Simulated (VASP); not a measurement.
# 2H-MoSSe under blue phosphorene, AC: relaxation and electronic structure, part 3 of 3

Aim: model 2H-MoSSe under blue phosphorene, AC by a slab and find how far its highest filled level lies below the vacuum.

VASP 6.6.1; LDA, no spin polarisation; plane waves and PAW (Se, Mo, S, P).

So far. Step 2 (Relaxing the slab): The run ended after 18 ionic steps, 0.389 eV below its first step, once forces and stress met EDIFFG = -0.02. Step 3 (Vacuum level and density of states): The vacuum level lies 6.00 eV above the highest filled level at the upper face; the two faces differ by 0.58 eV, the step that the slab's dipole of 0.028 e·Å makes.

## Step 4: The slab in a field, field -0.1

A field across the slab, with the atoms held, gives the electronic response: the dipole changes linearly with the field, and the energy has a linear term from the slab's own dipole and a quadratic one from its polarisability.

Input file INCAR:

```
SYSTEM = MoP2SeS
PREC = Normal
ENCUT = 340
EDIFF = 1E-06
NELM = 120
ISMEAR = -1
SIGMA = 0.05
LREAL = .FALSE.
ALGO = Fast
GGA = CA
NBANDS = 20
LASPH = .TRUE.
LORBIT = 11
LWAVE = .FALSE.
LCHARG = .FALSE.
KPAR = 2
IDIPOL = 3
LDIPOL = .TRUE.
DIPOL = 0.5 0.5 0.501
EFIELD = -0.1
LVHAR = .TRUE.
```

Input file POSCAR:

```
MoP2SeS
1.0
    3.1946732634      0.0000000000      0.0000000000
   -1.5973366317      2.7666682029      0.0000000000
    0.0000000000      0.0000000000     25.7330713782
Se Mo S P
1 1 1 2
Direct
    0.3333333333      0.6666666667      0.3452473363
    0.0000000000      0.0000000000      0.4108525629
    0.3333333333      0.6666666667      0.4698728894
    0.3333333333      0.6666666667      0.6147388540
    0.0000000000      0.0000000000      0.6629785953
```

Input file KPOINTS:

```
Automatic mesh
0
Gamma
12 12 1
0 0 0
```

The projector-augmented-wave data sets are Se, Mo, S and P (LDA family, release 64).

On the command line:

```sh
$ mpirun -np 2 vasp_std
```

Output:

```text
[... set-up lines as in an earlier step ...]
 entering main loop
       N       E                     dE             d eps       ncg     rms          rms(c)
DAV:   1     0.156879332956E+03    0.15688E+03   -0.84599E+03   760   0.779E+02
DAV:   2    -0.203955780195E+02   -0.17727E+03   -0.17273E+03  1152   0.184E+02
DAV:   3    -0.363024854923E+02   -0.15907E+02   -0.15737E+02   932   0.645E+01
DAV:   4    -0.367574432933E+02   -0.45496E+00   -0.45360E+00  1136   0.123E+01
DAV:   5    -0.367673255582E+02   -0.98823E-02   -0.98801E-02  1144   0.168E+00    0.247E+01
RMM:   6    -0.356910418895E+02    0.10763E+01   -0.34928E+00   785   0.838E+00    0.905E+00
RMM:   7    -0.354698085947E+02    0.22123E+00   -0.13296E+00   790   0.539E+00    0.655E+00
RMM:   8    -0.353292032326E+02    0.14061E+00   -0.65606E-01   814   0.407E+00    0.130E+00
RMM:   9    -0.353210422110E+02    0.81610E-02   -0.79129E-02   901   0.176E+00    0.318E-01
RMM:  10    -0.353200350576E+02    0.10072E-02   -0.15463E-02   946   0.634E-01    0.183E-01
RMM:  11    -0.353202013677E+02   -0.16631E-03   -0.29983E-03   991   0.278E-01    0.888E-02
RMM:  12    -0.353204132883E+02   -0.21192E-03   -0.78506E-04  1038   0.129E-01    0.379E-02
RMM:  13    -0.353205960852E+02   -0.18280E-03   -0.14212E-04   964   0.592E-02    0.167E-02
RMM:  14    -0.353206419947E+02   -0.45910E-04   -0.42705E-05   970   0.311E-02    0.116E-02
RMM:  15    -0.353208003871E+02   -0.15839E-03   -0.10231E-04   964   0.332E-02    0.175E-02
RMM:  16    -0.353207935602E+02    0.68269E-05   -0.67597E-06   787   0.143E-02    0.952E-03
RMM:  17    -0.353208320979E+02   -0.38538E-04   -0.15127E-05   880   0.143E-02    0.582E-03
RMM:  18    -0.353208417656E+02   -0.96677E-05   -0.28480E-06   713   0.814E-03    0.319E-03
RMM:  19    -0.353208518581E+02   -0.10093E-04   -0.11454E-06   620   0.444E-03    0.322E-03
RMM:  20    -0.353208582797E+02   -0.64216E-05   -0.54197E-07   526   0.271E-03    0.932E-04
RMM:  21    -0.353208631884E+02   -0.49088E-05   -0.35662E-07   465   0.227E-03    0.978E-04
RMM:  22    -0.353208651772E+02   -0.19887E-05   -0.12405E-07   314   0.159E-03    0.637E-04
RMM:  23    -0.353208660907E+02   -0.91351E-06   -0.62692E-08   257   0.144E-03
   1 F= -.35320866E+02 E0= -.35320866E+02  d E =-.345804E-07
```

Elapsed: 15 s, on 2 MPI ranks of AMD EPYC 9R14 (Zen 4), shared host; peak memory 0.3 GiB; 29 s of CPU time.

Parts of OUTCAR (step 4):

```text
The static configuration has the point symmetry C_3v.

 Found     19 irreducible k-points:

   NELECT =      28.0000    total number of electrons

 dipolmoment           0.000000      0.000000     -0.017680 electrons x Angstroem

 E-fermi :  -0.4387

 k-point     1 :       0.0000    0.0000    0.0000
  band No.  band energies     occupation
    ...
     10      -2.5483      2.00000
     11      -2.2333      2.00000
     12      -1.3675      2.00000
     13      -1.3675      2.00000
     14      -1.2078      2.00000
     15       1.6390      0.00000
     16       1.6390      0.00000
     17       2.0023      0.00000
     18       2.0024      0.00000
     19       2.6883      0.00000
    ...

 k-point     2 :       0.0833    0.0000    0.0000
  band No.  band energies     occupation
    ...
     10      -2.4909      2.00000
     11      -2.3091      2.00000
     12      -2.1604      2.00000
     13      -1.6460      2.00000
     14      -1.2258      2.00000
     15       1.4344      0.00000
     16       1.5733      0.00000
     17       1.7296      0.00000
     18       1.9309      0.00000
     19       2.3797      0.00000
    ...

  Total       -0.0906499     -0.0906499     -0.0874907     -0.0000000     -0.0000000      0.0000000
  in kB       -0.6385612     -0.6385612     -0.6163074     -0.0000000     -0.0000000      0.0000000
  external PRESSURE =      -0.6311433 kB  Pullay stress =       0.0000000 kB

 POSITION                                       TOTAL-FORCE (eV/Angst)
 -----------------------------------------------------------------------------------
     -0.00000      1.84445      8.88427        -0.000000      0.000000     -0.004529
      0.00000      0.00000     10.57250         0.000000     -0.000000      0.002779
     -0.00000      1.84445     12.09127        -0.000000     -0.000000     -0.000063
     -0.00000      1.84445     15.81912         0.000000     -0.000000      0.001515
      0.00000      0.00000     17.06048        -0.000000     -0.000000      0.000298
 -----------------------------------------------------------------------------------
    total drift:                                0.000027      0.000028     -0.000776

  FREE ENERGIE OF THE ION-ELECTRON SYSTEM (eV)
  ---------------------------------------------------
  free  energy   TOTEN  =       -35.3208660907 eV

  energy  without entropy=      -35.3208660561  energy(sigma->0) =      -35.32086607

 vacuum level on the upper side and lower side of the slab         5.577         3.451

 total charge
# of ion       s       p       d       tot
------------------------------------------
    1        1.484   2.347   0.068   3.899
    2        0.418   0.594   4.464   5.476
    3        1.362   2.331   0.000   3.692
    4        1.097   1.383   0.000   2.480
    5        1.097   1.383   0.000   2.480
--------------------------------------------------
tot          5.458   8.037   4.532  18.028

[... 8 parts as in an earlier step ...]

[... 5 further parts left out ...]
```

Numbers from this step:

- electronic cycles: 23
- Fermi energy: -0.4387 eV
- dipole moment: 0, 0, -0.01768 e·Å
- gap on the k-mesh: 1.545 eV
- least direct gap on the k-mesh: 1.713 eV

Zero at the Fermi level. Table of planar average of the electrostatic potential by height:

```tsv
height (Å)	planar average of the electrostatic potential (eV)
0.0	4.95
0.5	3.90
1.0	3.95
1.5	4.00
2.0	4.05
2.5	4.10
3.0	4.15
3.5	4.20
4.0	4.25
4.5	4.30
5.0	4.35
5.5	4.39
6.0	4.44
6.5	4.45
7.0	4.33
7.5	3.65
8.0	0.473
8.5	-9.88
9.0	-12.7
9.5	-7.99
10.0	-6.42
10.5	-8.92
11.0	-7.41
11.5	-7.75
12.0	-14.6
12.5	-8.17
13.0	2.43
13.5	4.66
14.0	4.93
14.5	4.09
15.0	0.557
15.5	-11.3
16.0	-15.1
16.5	-10.9
17.0	-15.6
17.5	-8.27
18.0	1.88
18.5	4.49
19.0	5.19
19.5	5.39
20.0	5.47
20.5	5.53
21.0	5.58
21.5	5.63
22.0	5.68
22.5	5.73
23.0	5.78
23.5	5.83
24.0	5.89
24.5	5.93
25.0	5.98
25.5	5.76
```

Energy at zero smearing: -35.32087 eV.

## Step 5: The slab in a field, field 0.1

INCAR: that of step 4 with these lines changed.

```diff
@@ -19,3 +19,3 @@
 DIPOL = 0.5 0.5 0.501
-EFIELD = -0.1
+EFIELD = 0.1
 LVHAR = .TRUE.
```

POSCAR is that of step 4.

KPOINTS is that of step 4.

On the command line:

```sh
$ mpirun -np 2 vasp_std
```

Output:

```text
[... set-up lines as in an earlier step ...]
 entering main loop
       N       E                     dE             d eps       ncg     rms          rms(c)
DAV:   1     0.155925331905E+03    0.15593E+03   -0.84587E+03   760   0.779E+02
DAV:   2    -0.204480173723E+02   -0.17637E+03   -0.17204E+03  1140   0.183E+02
DAV:   3    -0.363140777551E+02   -0.15866E+02   -0.15712E+02   908   0.645E+01
DAV:   4    -0.368100835030E+02   -0.49601E+00   -0.49433E+00  1164   0.127E+01
DAV:   5    -0.368215906028E+02   -0.11507E-01   -0.11502E-01  1132   0.181E+00    0.247E+01
RMM:   6    -0.356461048913E+02    0.11755E+01   -0.43951E+00   820   0.891E+00    0.905E+00
RMM:   7    -0.354060415007E+02    0.24006E+00   -0.12949E+00   820   0.546E+00    0.589E+00
RMM:   8    -0.353299117647E+02    0.76130E-01   -0.61869E-01   863   0.391E+00    0.125E+00
RMM:   9    -0.353265223097E+02    0.33895E-02   -0.92368E-02   952   0.177E+00    0.340E-01
RMM:  10    -0.353256505361E+02    0.87177E-03   -0.20611E-02  1014   0.666E-01    0.176E-01
RMM:  11    -0.353257865155E+02   -0.13598E-03   -0.32904E-03  1021   0.279E-01    0.888E-02
RMM:  12    -0.353260049628E+02   -0.21845E-03   -0.84093E-04  1107   0.129E-01    0.371E-02
RMM:  13    -0.353262753086E+02   -0.27035E-03   -0.30285E-04   940   0.714E-02    0.295E-02
RMM:  14    -0.353262549169E+02    0.20392E-04   -0.58363E-05   924   0.386E-02    0.106E-02
RMM:  15    -0.353263683566E+02   -0.11344E-03   -0.54441E-05   912   0.284E-02    0.125E-02
RMM:  16    -0.353264032951E+02   -0.34938E-04   -0.16549E-05   918   0.155E-02    0.823E-03
RMM:  17    -0.353264323905E+02   -0.29095E-04   -0.12284E-05   870   0.141E-02    0.440E-03
RMM:  18    -0.353264528769E+02   -0.20486E-04   -0.58069E-06   815   0.102E-02    0.419E-03
RMM:  19    -0.353264618511E+02   -0.89741E-05   -0.11474E-06   630   0.513E-03    0.105E-03
RMM:  20    -0.353264749796E+02   -0.13128E-04   -0.13882E-06   619   0.410E-03    0.221E-03
RMM:  21    -0.353264779034E+02   -0.29239E-05   -0.34149E-07   504   0.243E-03    0.123E-03
RMM:  22    -0.353264803057E+02   -0.24023E-05   -0.19784E-07   413   0.183E-03    0.347E-04
RMM:  23    -0.353264810481E+02   -0.74235E-06   -0.86150E-08   309   0.151E-03
   1 F= -.35326481E+02 E0= -.35326481E+02  d E =-.100395E-06
```

It took 15 s on 2 MPI ranks; peak memory 0.3 GiB.

From OUTCAR (step 5):

```text
   NELECT =      28.0000    total number of electrons

 dipolmoment           0.000000      0.000000      0.073842 electrons x Angstroem

 E-fermi :  -0.4701

 k-point     1 :       0.0000    0.0000    0.0000
  band No.  band energies     occupation
    ...
     10      -2.4524      2.00000
     11      -2.3198      2.00000
     12      -1.5221      2.00000
     13      -1.5220      2.00000
     14      -1.1742      2.00000
     15       1.7264      0.00000
     16       1.7264      0.00000
     17       2.1048      0.00000
     18       2.1198      0.00000
     19       2.5276      0.00000
    ...

  Total       -0.0909217     -0.0909217     -0.0827601     -0.0000000     -0.0000000      0.0000000
  in kB       -0.6404765     -0.6404765     -0.5829837     -0.0000000     -0.0000000      0.0000000
  external PRESSURE =      -0.6213122 kB  Pullay stress =       0.0000000 kB

 POSITION                                       TOTAL-FORCE (eV/Angst)
 -----------------------------------------------------------------------------------
     -0.00000      1.84445      8.88427        -0.000000     -0.000000     -0.014077
      0.00000      0.00000     10.57250         0.000000     -0.000000      0.021262
     -0.00000      1.84445     12.09127         0.000000      0.000000     -0.009494
     -0.00000      1.84445     15.81912         0.000000     -0.000000      0.000531
      0.00000      0.00000     17.06048         0.000000      0.000000      0.001779
 -----------------------------------------------------------------------------------
    total drift:                                0.000027      0.000028     -0.000684

  FREE ENERGIE OF THE ION-ELECTRON SYSTEM (eV)
  ---------------------------------------------------
  free  energy   TOTEN  =       -35.3264810481 eV

  energy  without entropy=      -35.3264809477  energy(sigma->0) =      -35.32648100

 vacuum level on the upper side and lower side of the slab         4.032         5.008

[... 8 parts as in an earlier step ...]

[... 9 further parts left out ...]
```

This step gave:

| Quantity | Value |
| --- | --- |
| free energy (TOTEN) | -35.33 eV |
| Fermi energy | -0.4701 eV |
| dipole moment | 0, 0, 0.07384 e·Å |
| gap on the k-mesh | 1.433 eV |
| least direct gap on the k-mesh | 1.555 eV |

The planar average of the electrostatic potential oscillates, so the rows of the table below give means over windows of 2.57 Å about each position, cut where the curve ends. Its maxima inside the range that stand out by 2 % of the span (Å: eV): 0.4: 5.48, 9.8: -5.29, 11.3: -5.94, 13.8: 4.96, 16.4: -10.9, 19.7: 5.03. Its minima: 8.9: -12.6, 10.6: -8.83, 12.0: -14.6, 15.9: -15.8, 17.0: -15.7.

Zero at the Fermi level. The planar average of the electrostatic potential by height; means over each step:

height (Å), planar average of the electrostatic potential (eV) and a bar from the least value:
```
     1.28        5.4 ##############################
     3.85        5.1 ##############################
     6.42        4.7 #############################
     8.99       -7.0 ########
    11.56       -8.8 #####
    14.13        2.5 #########################
    16.70      -11.3 
    19.27        4.6 #############################
    21.84        4.8 #############################
    24.41        4.6 #############################
```

Energy at zero smearing: -35.32648 eV.

## Step 6: Putting the energies together

This step: slab, LDA; plane waves and PAW (VASP 6.6.1).

This step runs nothing: it gathers the runs above.

This step gave:

```
polarisability per area of the slab or monolayer : 0.7455 Å
ionisation potential at the upper face           : 5.996 eV
```

VASP counts both for electrons: a positive EFIELD is a field along -c, and a positive dipole, in electrons times A, points along -c. Field, by row:

```tsv
EFIELD (eV/Å)	dipole along z (e Å)	energy change (eV)
-0.1	-0.01768	5.20e-4
0	0.02812	0
0.1	0.07384	-0.005095
```

The polarisability is the slope of the dipole against the field, as a volume for each unit of area.

## Step 7: Outcome

```
ionisation potential of the slab                 : 6.00 eV
polarisability per area of the slab or monolayer : 0.746 Å
```

What this shows: The ionisation potential is 6.00 eV at the upper face and 5.42 eV at the lower. The atom that ends on top (P) moved outwards by 0.33 Å, counted from the mean of all atoms. Semilocal band edges put the ionisation potential too low and the gap too small. The slab has a gap, so the level below the vacuum is counted from the highest filled level.

[Lines on the potential files, build, host, timing and source positions are cut from VASP's logs without a mark.]

[Logs are printed without paths, hosts, clocks, repeated set-up lines and the standing remarks that a program may print on its own settings, such as how far it seeks lower states.]

[Hosts, paths, dates, database ids (printed as entryN), source tags and the programs' standing remarks are cut or masked in the printed files.]

[In band tables of VASP the shares of atoms and orbitals are scaled to a sum of 1 inside the atoms' spheres.]

[Runs that stopped without an error message from VASP are left out.]
